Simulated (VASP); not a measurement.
```
Sn3Ge
1.0
    6.43544    -0.00472    -0.00472
   -0.00472     6.43544    -0.00472
   -0.00472    -0.00472     6.43544
Sn Ge
6 2
Direct
  0.00800   0.99124   0.99124
  0.24200   0.25876   0.25876
  0.49124   0.50800   0.99124
  0.75876   0.74200   0.25876
  0.49124   0.99124   0.50800
  0.75876   0.25876   0.74200
  0.00825   0.50825   0.50825
  0.24175   0.74175   0.74175
```

Computed with modified Becke-Johnson potential (mBJ), VASP's PBE PAW potentials (set 64) (plane waves; VASP 6.6.1). Numerical set-up: 400 eV cut-off, 4×4×4 Γ-centred mesh, Gaussian smearing of 0.050 eV, potentials Sn_d Ge_d.

mBJ is a potential without an energy functional, so only the levels count.

Q: Give the energies of bands 50 to 63 at the high-symmetry points, in eV from the Fermi level.

A: 
```csv
band,Γ,T,H2,L,S0,F
50,-2.45,-1.34,-1.34,-2.89,-2.90,-2.90
51,-2.32,-1.34,-1.34,-2.88,-2.81,-2.81
52,-2.32,-1.14,-1.14,-2.85,-2.69,-2.69
53,-2.26,-1.14,-1.14,-1.80,-1.47,-1.47
54,-0.80,-0.97,-0.97,-1.64,-1.25,-1.25
55,0.00,-0.73,-0.73,-1.43,-1.19,-1.19
56,0.00,-0.73,-0.73,-1.23,-0.79,-0.79
57,0.08,-0.36,-0.36,1.23,1.28,1.28
58,1.10,0.14,0.14,1.31,1.69,1.69
59,1.10,0.44,0.44,2.20,1.74,1.74
60,1.12,0.44,0.44,2.45,2.13,2.13
61,1.12,3.22,3.22,3.39,3.81,3.81
62,1.30,3.22,3.22,3.46,3.99,3.99
63,1.43,3.45,3.45,3.53,4.00,4.00
```

It has no gap at this level: it comes out as a metal or semimetal.

The structure was generated: Sn6Ge2 was put into an ordered model structure (R-3m), which need not be its known phase. It was relaxed first, which changed the volume by +8 %. The cell's shape comes from a PBE relaxation.
